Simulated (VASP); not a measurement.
These are rev-vdW-DF2, VASP's PBE PAW potentials (set 64) (plane waves; VASP) values and carry that method's errors.

A VASP calculation is set up with these files.

**POSCAR**
```
In
1
   -1.6288253859     1.6288253859     2.5194290330
    1.6288253859    -1.6288253859     2.5194290330
    1.6288253859     1.6288253859    -2.5194290330
In
1
Direct
  0.0000000000   0.0000000000   0.0000000000
```

KPOINTS:
```
Regular mesh
0
Gamma
  14 14 14
```

INCAR:
```
AGGAC  =  0.0
ALGO  =  Normal
EDIFF  =  1E-6
EDIFFG  =  -0.01
ENCUT  =  520
GGA  =  MK
IBRION  =  2
ISIF  =  3
ISMEAR  =  1
LASPH  =  .TRUE.
LCHARG  =  .FALSE.
LMAXMIX  =  4
LREAL  =  .FALSE.
LUSE_VDW  =  .TRUE.
LWAVE  =  .FALSE.
NELM  =  100
NSW  =  60
PARAM1  =  0.1234568
PARAM2  =  0.7114
PREC  =  Accurate
SIGMA  =  0.1
SYSTEM  =  In
ZAB_VDW  =  -1.8867
```

POTCAR, in this order: In_d (PBE.64 set). Program: vasp_std.

Unless said otherwise, spin-orbit coupling is left out, though it shifts the bands of the heavy elements here.

### Question
Estimate the energy per atom (σ→0), band gap (on the k-mesh).

### Answer

```yaml
energy per atom (σ→0): 0.218 eV/atom
band gap (on the k-mesh): none (metal, semimetal or under 0.01 eV)
```

### OSZICAR
```
...
DAV:   5     0.188100385464E+00   -0.24306E-02   -0.24305E-02  5880   0.165E+00    0.198E+00
DAV:   6     0.213164174454E+00    0.25064E-01   -0.49016E-02  5618   0.483E+00    0.963E-01
DAV:   7     0.217982770797E+00    0.48186E-02   -0.13861E-02  6002   0.236E+00    0.248E-01
DAV:   8     0.218370341300E+00    0.38757E-03   -0.73524E-04  5528   0.547E-01    0.293E-02
DAV:   9     0.218366340153E+00   -0.40011E-05   -0.15493E-05  6920   0.603E-02    0.151E-02
DAV:  10     0.218364163534E+00   -0.21766E-05   -0.24008E-06  5248   0.162E-02    0.116E-03
DAV:  11     0.218364169452E+00    0.59181E-08   -0.39861E-08  2852   0.282E-03
   1 F= 0.21836417E+00 E0= 0.21845556E+00  d E =0.218364E+00
```

The compound is In in the bct structure. It was relaxed first. The start is the result of an earlier pass.
